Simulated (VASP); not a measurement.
Cd2TeO:

```
Cd Te O
1.0
     3.95000    0.00000    0.00000
     0.00000    3.95000    0.00000
     0.00000    0.00000    5.59000
Cd Te O
2 1 1
Cartesian
  1.9750 0.0000 3.8012
  0.0000 1.9750 1.7888
  0.0000 0.0000 0.0000
  1.9750 1.9750 2.7950
```

The cell was built by a generator and needn't be a form met in nature.

| Item | Value |
| --- | --- |
| Program | VASP 6.6.1 |
| Task | relaxation of cell and atoms |
| Functional | PBE |
| Potentials or basis | VASP PAW PBE potentials, release 64 (Cd, Te, O) |
| Cutoff | 520 eV |
| k mesh | 4 × 4 × 3 |
| Occupations | gaussian, width 0.15 eV |
| Spin | no spin polarisation |

At the start: pressure 11.6 GPa; volume 21.80 Å³/atom.

Q: How do energy, volume and symmetry change on relaxing?

A: Over 6 steps the energy falls by 110.9 meV/atom and the volume is 25.05 Å³/atom (+14.9 %); space group P-4m2 (No. 115, to 0.05 Å).

The path:
```csv
step,energy change (eV),largest force (eV/Å),pressure (GPa),volume (Å³)
1,0.0000,0.5055,11.63,87.22
2,-0.3355,0.0468,-3.90,108.77
3,-0.4372,0.0964,-0.07,100.70
4,-0.4369,0.1053,0.14,100.42
5,-0.4389,0.0827,0.18,100.36
6,-0.4435,0.0300,0.18,100.19
```

Final structure:
```
Cd Te O
1.0
     4.16749    0.00000    0.00000
     0.00000    4.16749    0.00000
     0.00000    0.00000    5.76843
Cd Te O
2 1 1
Direct
  0.50000 0.00000 0.67417
  0.00000 0.50000 0.32583
  0.00000 0.00000 0.00000
  0.50000 0.50000 0.50000
```

Caveat: the k mesh is coarse (spacing up to 0.40 Å⁻¹), so the values aren't converged.
